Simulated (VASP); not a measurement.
Method: PBE GGA, VASP's PBE PAW potentials (set 64) (plane waves; VASP).

A VASP calculation is set up with these files.

### POSCAR
```
RuAl
1
    3.0013501386     0.0000000000     0.0000000000
    0.0000000000     3.0013501386    -0.0000000000
    0.0000000000     0.0000000000     3.0013501386
Al Ru
1 1
Direct
  0.5000000000   0.5000000000   0.5000000000
  0.0000000000   0.0000000000   0.0000000000
```

### KPOINTS
```
kpoints
0
gamma
 11 11 11
0 0 0
```

INCAR:
```
SYSTEM = RuAl
PREC = Accurate
ENCUT = 400
EDIFF = 1E-8
NELM = 100
ALGO = Normal
LREAL = .FALSE.
LASPH = .TRUE.
ISMEAR = 1
SIGMA = 0.1
GGA = PE
LMAXMIX = 4
LWAVE = .FALSE.
LCHARG = .FALSE.
IBRION = 1
ISIF = 2
NSW = 30
EDIFFG = -0.001
```

POTCAR, in this order: Al Ru_pv (PBE.64 set). Program: vasp_std.

The run wrote:

File OSZICAR:
```
       N       E                     dE             d eps       ncg     rms          rms(c)
DAV:   1     0.872340994914E+02    0.87234E+02   -0.82556E+03  1432   0.108E+03
DAV:   2    -0.131697531778E+02   -0.10040E+03   -0.96283E+02  1484   0.301E+02
DAV:   3    -0.149018436269E+02   -0.17321E+01   -0.17101E+01  1612   0.409E+01
DAV:   4    -0.149185756380E+02   -0.16732E-01   -0.16726E-01  1488   0.414E+00
DAV:   5    -0.149190110010E+02   -0.43536E-03   -0.43536E-03  1656   0.569E-01    0.119E+01
DAV:   6    -0.143359715756E+02    0.58304E+00   -0.36744E+00  1408   0.217E+01    0.238E+00
DAV:   7    -0.142625960181E+02    0.73376E-01   -0.28571E-01  1412   0.630E+00    0.201E+00
DAV:   8    -0.142485762236E+02    0.14020E-01   -0.17962E-02  1468   0.131E+00    0.206E-01
DAV:   9    -0.142484902913E+02    0.85932E-04   -0.24803E-04  1592   0.156E-01    0.131E-01
DAV:  10    -0.142484866670E+02    0.36243E-05   -0.35225E-05  1592   0.786E-02    0.824E-03
DAV:  11    -0.142484853780E+02    0.12890E-05   -0.18561E-06  1568   0.177E-02    0.523E-03
DAV:  12    -0.142484847855E+02    0.59249E-06   -0.96170E-08  1572   0.281E-03    0.326E-04
DAV:  13    -0.142484848170E+02   -0.31513E-07   -0.35403E-09   796   0.595E-04    0.212E-04
DAV:  14    -0.142484848275E+02   -0.10561E-07   -0.57651E-10   708   0.202E-04    0.315E-05
DAV:  15    -0.142484848282E+02   -0.68553E-09   -0.20652E-10   688   0.969E-05
   1 F= -.14248485E+02 E0= -.14248051E+02  d E =-.142485E+02
```

File OUTCAR:
```
------------------------ aborting loop because EDIFF is reached ----------------------------------------
  FORCE on cell =-STRESS in cart. coord.  units (eV):
  Direction    XX          YY          ZZ          XY          YZ          ZX
  --------------------------------------------------------------------------------------
  Total        0.0048196      0.0048196      0.0048196      0.0000000      0.0000000     -0.0000000
  in kB        0.2856081      0.2856081      0.2856081      0.0000000      0.0000000     -0.0000000
  external PRESSURE =       0.2856081 kB  Pullay stress =       0.0000000 kB
  volume of cell :       27.04
      direct lattice vectors                 reciprocal lattice vectors
     3.001350139  0.000000000  0.000000000     0.333183385  0.000000000  0.000000000
     0.000000000  3.001350139  0.000000000     0.000000000  0.333183385  0.000000000
     0.000000000  0.000000000  3.001350139     0.000000000  0.000000000  0.333183385
 POSITION                                       TOTAL-FORCE (eV/Angst)
 -----------------------------------------------------------------------------------
      1.50068      1.50068      1.50068         0.000000      0.000000      0.000000
      0.00000      0.00000      0.00000         0.000000      0.000000      0.000000
 -----------------------------------------------------------------------------------
    total drift:                               -0.000000      0.000000     -0.000000
  FREE ENERGIE OF THE ION-ELECTRON SYSTEM (eV)
  ---------------------------------------------------
  free  energy   TOTEN  =       -14.2484848282 eV

  energy  without entropy=      -14.2471831327  energy(sigma->0) =      -14.24805093

 reached required accuracy - stopping structural energy minimisation
```
(Selected blocks of OUTCAR.)

The compound is RuAl in the CsCl type structure. It was relaxed first. The start is the result of an earlier pass. The electron count is odd and the run is not spin-polarised, which forces a metal.
